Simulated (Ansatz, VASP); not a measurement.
# InF: VASP beside Ansatz

Wanted: the spread between two codes on one cell, functional and k mesh. The cell is generated by rule, not measured, and may not be a known phase. The cell is taken from a series of runs on this material, whose earlier steps may have relaxed, scaled, displaced or heated it; both programs get it as it stands.

Main program and level: Ansatz 0.2.0; plane waves, with VASP 6.6.1 beside it; zone-centre phonons at LDA.

The structure was built from a prototype and need not be the compound's stable phase.

**1. Set-up**

It takes space group P6_3/mmc (No. 194, hexagonal). The conventional cell has a = 3.178 Å, b = 3.178 Å, c = 7.535 Å, α = 90.00°, β = 90.00°, γ = 120.00°. In has 6 F at 2.63 Å nearest. Nearest to F lie 6 In at 2.63 Å. Farther neighbours and most contacts between anions are not listed.

Coordinates:

```cif
data_structure
_symmetry_space_group_name_H-M 'P6_3/mmc'
_symmetry_Int_Tables_number 194
_cell_length_a 3.1777
_cell_length_b 3.1777
_cell_length_c 7.5355
_cell_angle_alpha 90.000
_cell_angle_beta 90.000
_cell_angle_gamma 120.000
_cell_volume 65.90
loop_
_atom_site_label
_atom_site_type_symbol
_atom_site_symmetry_multiplicity
_atom_site_Wyckoff_symbol
_atom_site_fract_x
_atom_site_fract_y
_atom_site_fract_z
_atom_site_occupancy
In1 In 2 a 0.00000 0.00000 0.00000 1
F1 F 2 c 0.33333 0.66667 0.25000 1
```

**2. Ansatz: zone-centre phonons, LDA**

Ansatz runs on its default PAW (the set named soft_2) files.

Second derivatives magnify differences that forces hide, and they need a tight electronic threshold.

The input, input.yaml:

```yaml
crystal:
  lattice:
    - [3.1776817916, 0.0, 0.0]
    - [-1.5888408958, 2.7519531566, 0.0]
    - [0.0, 0.0, 7.5354644677]
  atoms:
    - { symbol: In, position: [0.0, 0.0, 0.0] }
    - { symbol: In, position: [0.0, 0.0, 0.5] }
    - { symbol: F, position: [0.3333333333, 0.6666666667, 0.25] }
    - { symbol: F, position: [0.6666666667, 0.3333333333, 0.75] }
kpoints:
  mp_grid: { grid: [15, 15, 6] }
hamiltonian:
  xc: lda
scf:
  occupations: { method: methfessel_paxton, width: 0.2 }
output:
  eigenvalues: true
phonons:
  method: dfpt
```

On the command line:

```console
$ ansatz run input.yaml --threads 4 --pin off --max-ram 7168MiB --backend cpu --events-out ev --progress --plain --runs-dir out
```

Numbers of over 12 decimals in the logs are rounded to 6 here.

The program printed:

```text
Engine: ansatz 0.2.0, aarch64-unknown-linux-gnu
Pseudopotentials: kind: paw
Pseudopotential: In, paw, valence charge 13, recommended cutoff 420 eV (normal), In.paw.azcp
Pseudopotential: F, paw, valence charge 7, recommended cutoff 420 eV (normal), F.paw.azcp
Functional definition: SPW92
  exchange = slater_x
  correlation = pw_c
Crystal: 4 atoms, lattice volume = 65.896 Å³
Basis set: ecut = 420 eV, 1321 PW (Γ), exchange–correlation on 48×48×108 points (8 copies of the dense FFT grid, shifted against one another)
Bands: 24, of which v1, the nominal top of the filled ones, is band 20 counted from 1 (19 counted from 0)
Symmetry: 24 space group operations
k-points: 368 of 1350 (irreducible under 2 space group operations, time reversal used)
Non-local potential: In, projectors of the file, l = 0: 2, l = 1: 2, l = 2: 2, l = 3: 2
Non-local potential: F, projectors of the file, l = 0: 2, l = 1: 2, l = 2: 1
PAW form: soft (Blöchl's): semilocal exchange-correlation on the pseudo side does not see the compensation charge
PAW frozen core: In, regenerated for the run's functional, and the local potential with it (the file was generated under x = pbe(κ = 0.804, μ = 0.219515), c = pbe(β = 0.066725))
PAW frozen core: F, regenerated for the run's functional, and the local potential with it (the file was generated under x = pbe(κ = 0.804, μ = 0.219515), c = pbe(β = 0.066725))
PAW one-centre angular grid: In, 590 points (default); XC on 64 Gauss nodes
PAW one-centre angular grid: F, 110 points (default); XC on 64 Gauss nodes
Initial density: superposition of atomic densities (neutral atoms: chi_scale 0, normalization atom), corrected by the library's trained network
Initial wavefunctions: pseudopotential atomic-orbital guess
Functional: x = slater, c = lda
SCF iter   1: F=—  HF=-12502.161360 eV  |F-HF|=—  |Δ(HF+E_count)|=         —  Δρ=2.22e-2  dr2=2.48e-1  ethr=1.77e-3  ⟨swp⟩=5.2  Hψ=36463  notcnv=0
preconditioner: auto → LDOS  [metal: Δε(μ)=0.065 eV  Ē_g=15.131 eV  σ=0.200 eV  W_gap=0.27  n_scr=24 (ndim 8)  ℏωp=28.9 eV  f_vac=0.013  D(μ)=0.35/eV (n_scr^D=2)  β→1.0]
SCF iter   2: F=—  HF=-12502.201664 eV  |F-HF|=—  |Δ(HF+E_count)|=   4.03e-2  S|Δr|=    0.00e0  Δρ=3.04e-2  dr2=3.74e-1  ethr=6.20e-4  ⟨swp⟩=2.0  Hψ=20603  notcnv=0
preconditioner: auto → Kerker (q_TF=auto, 2.510 Å⁻¹)  [metal: Δε(μ)=0.103 eV  Ē_g=15.462 eV  σ=0.200 eV  W_gap=0.40  n_scr=24 (ndim 8)  ℏωp=28.9 eV  f_vac=0.007  D(μ)=0.27/eV (n_scr^D=2)  β→0.5]
SCF iter   3: F=—  HF=-12502.101623 eV  |F-HF|=—  |Δ(HF+E_count)|=   1.00e-1  S|Δr|=    0.00e0  Δρ=6.35e-3  dr2=1.32e-2  ethr=6.20e-4  ⟨swp⟩=2.1  Hψ=17202  notcnv=0
SCF iter   4: F=—  HF=-12502.097749 eV  |F-HF|=—  |Δ(HF+E_count)|=   3.87e-3  S|Δr|=    0.00e0  Δρ=4.79e-4  dr2=2.37e-4  ethr=3.31e-5  ⟨swp⟩=2.0  Hψ=18264  notcnv=0
SCF iter   5: F=—  HF=-12502.097683 eV  |F-HF|=—  |Δ(HF+E_count)|=   6.55e-5  S|Δr|=    0.00e0  Δρ=1.39e-4  dr2=1.57e-5  ethr=5.93e-7  ⟨swp⟩=2.0  Hψ=10955  notcnv=0
SCF iter   6: F=—  HF=-12502.097679 eV  |F-HF|=—  |Δ(HF+E_count)|=   4.21e-6  S|Δr|=    0.00e0  Δρ=4.17e-5  dr2=2.35e-6  ethr=3.93e-8  ⟨swp⟩=2.6  Hψ=16440  notcnv=0
SCF iter   7: F=—  HF=-12502.097676 eV  |F-HF|=—  |Δ(HF+E_count)|=   2.88e-6  S|Δr|=    0.00e0  Δρ=1.66e-5  dr2=2.59e-7  ethr=5.87e-9  ⟨swp⟩=2.2  Hψ=15413  notcnv=0
SCF iter   8: F=—  HF=-12502.097676 eV  |F-HF|=—  |Δ(HF+E_count)|=   4.61e-8  S|Δr|=    0.00e0  Δρ=4.50e-6  dr2=1.87e-8  ethr=6.48e-10  ⟨swp⟩=3.0  Hψ=17184  notcnv=0
SCF iter   9: F=—  HF=-12502.097676 eV  |F-HF|=—  |Δ(HF+E_count)|=   4.48e-9  S|Δr|=    0.00e0  Δρ=8.47e-7  dr2=4.45e-10  ethr=4.68e-11  ⟨swp⟩=2.0  Hψ=14895  notcnv=0
SCF iter  10: F=—  HF=-12502.097676 eV  |F-HF|=—  |Δ(HF+E_count)|=  1.27e-11  S|Δr|=    0.00e0  Δρ=2.11e-7  dr2=2.82e-11  ethr=1.11e-12  ⟨swp⟩=2.4  Hψ=13654  notcnv=0
SCF iter  11: F=-12502.097676 eV  HF=-12502.097676 eV  |F-HF|=0.00e0  |Δ(HF+E_count)|=  3.64e-12  S|Δr|=    0.00e0  Δρ=4.30e-8  dr2=1.60e-12  ethr=1.00e-12  ⟨swp⟩=5.2  Hψ=35466  notcnv=0
SCF 1 converged in 11 iterations: F = -12502.097676 eV  dr2 = 1.60e-12
  greatest PAW one-centre occupation: 0.985 electrons in one spin orbital (limit 2), on the In atom at site 1 (counted from 0), in its partial waves of l = 2
DFPT response loops at Γ: preconditioner auto → Kerker (q_TF=auto, 2.510 Å⁻¹) (partly filled bands, converged f_vac=0.009); β = 1.00, the filter's whole step (`scf.mixing.beta` (0.50) is not read by the response loops under this deck's `scf.mixing.preconditioner`; to damp them name `kerker` or `kerker_dos`, under which they read `scf.mixing.beta`, and type it under 1.00, their step now; both keys bind the ground state too); Broyden in place of MSR1
SCF converged after 11 iterations
Stability not checked: this state was not tested for a lower state beside it, because cold or Methfessel-Paxton smearing, or corrected tetrahedra, fill the levels in a way that the test cannot read (fill_not_monotonic; see scf.lower_state_search)
Free energy (F): -12502.097676 eV
Harris-Foulkes:  -12502.097676 eV  (|F-HF|=0.00e0)
Internal energy: -12502.097871 eV  (E = F + TS)
E sigma→0 (E₀):  -12502.097725 eV
Entropy (-TS):   0.000195 eV (0.049 meV/atom)
Fermi energy:    8.863653 eV
--- Per-component energies (eV) ---
  E_band       = -92.028435
  E_kinetic    = 892.377997
  E_local      = -3065.363353  (includes V_loc(G=0)·N_el)
  E_nonlocal   = 890.750700
  E_hartree    = 1161.909876
  E_xc         = -584.735463
  E_vxc        = -405.725513  (∫ρ·V_xc dr)
  E_paw        = -8397.858787  (= ΣΔE_a)
  E_vpaw       = -727.892056  (= ΣTr[D̂ρ^β])
  E_aug_tail   = 0.004097  (compensation charges beyond the density's cutoff)
  E_ewald      = -3399.978514
  E_core_change = 0.795576  (= ΣΔE_core)
  E_smearing   = 0.000195  (= −TS)
  E_closure    = -0.000000  (closes the sum)
  Σ components = -12502.097676   (vs F -12502.097676, Δ=0.00e0)
--- Band table (eV; the first three rows and the last of 368) ---
  k-point 0: bands = [... 16 lower, 4.7332, 4.8391, 4.8391, 7.2733, 9.6422, 14.8483, 17.3978, 20.0009]
  k-point 1: bands = [... 16 lower, 4.7405, 4.8328, 4.8328, 6.8937, 10.0598, 14.2398, 18.0798, 20.0516]
  k-point 2: bands = [... 16 lower, 4.7601, 4.8133, 4.8133, 6.1220, 10.9490, 13.1402, 19.3845, 20.1992]
  k-point 367: bands = [... 16 lower, 4.1644, 4.2224, 7.0014, 7.4793, 11.5065, 11.6529, 13.3398, 13.4736]
--- Phonons (Γ-DFPT): 4 representative perturbations + reference, on 368 of 1350 k-points (Σ response iterations 12) ---
  k mesh reduced under 2 symmetry operations, with k and −k counted as one. Each operation leaves every solved perturbation unchanged. A smaller set is not used because it would not reduce the number of displacements times k-points to solve
  ASR residual: 2.430e-5 → 0.000e0 eV/Å²; symmetrization residual: 5.941e-6 eV/Å²
  ASR residual per site (eV/Å²): 2.43e-5 2.43e-5 1.27e-5 1.27e-5
  Γ frequencies (cm⁻¹): -96.85 -71.42 -71.42 -33.62 -33.62 0.00 0.00 0.00 39.18 39.18 156.23 208.73
  non-analytic LO–TO correction: not included (Born effective charges unavailable; polar crystals: no LO–TO splitting at Γ)
```

(Continued in part 2 of 2.)

[Lines on the potential files, build, host, timing and source positions are cut from VASP's logs without a mark.]

[Logs are printed without paths, hosts, clocks, repeated set-up lines and the standing remarks that a program may print on its own settings, such as how far it seeks lower states.]

[Hosts, paths, dates, database ids (printed as entryN), source tags and the programs' standing remarks are cut or masked in the printed files.]
